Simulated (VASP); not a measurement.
# ZnO (wurtzite): computed properties

Level of theory: PBE GGA, VASP's PBE PAW potentials (set 64) (plane waves; VASP 6.6.1).

```yaml
space_group: P6_3mc (186)
cell: a = b = 3.286 Å, c = 5.305 Å, α = β = 90.00°, γ = 120.00°
volume_per_atom: 12.40 Å^3/atom
band gap (over mesh and band path): 0.72 eV
smallest direct gap (over mesh and band path): 0.72 eV
hill_bulk_modulus: 129 GPa
hill_shear_modulus: 41.5 GPa
Poisson's ratio: 0.355
band_edge_character: direct, Γ to Γ
density: 5.45 g/cm³
optical Γ-point spectrum: 92 (×2), 245, 347, 371 (×2), 401 (×2), 509 cm⁻¹
C11: 188 GPa
C12: 107 GPa
C13: 92.6 GPa
C33: 200 GPa
C44: 37.0 GPa
C66: 40.5 GPa
```

```
ZnO
1.0
    1.64299    -2.84574     0.00000
    1.64299     2.84574     0.00000
    0.00000     0.00000     5.30473
Zn O
2 2
Direct
  0.66667   0.33333   0.50125
  0.33333   0.66667   0.00125
  0.66667   0.33333   0.88075
  0.33333   0.66667   0.38075
```

Measured: gap 3.60 eV (computed value off by -2.88 eV), as given by Wei Chen et al., Physical Review Materials (2018), doi:10.1103/physrevmaterials.2.073803 [zero-point renormalisation of 0.16 eV added back (the table's ZPR column)]; a 3.248 Å at 4 K (computed value off by +1.2 %), c 5.204 Å at 4 K (computed value off by +1.9 %), as given by arXiv:1206.3780; bulk modulus 143 GPa (computed value off by -9.7 %), as given by Cormac Toher et al., Physical Review Materials (2017), arXiv:1611.05714. The calculation is for a static lattice, while the measured a, c, bulk modulus hold thermal and zero-point effects, which are part of the difference.

The compound is ZnO in the wurtzite structure. It was relaxed first. Symmetry was kept, so distortions that lower it aren't found.
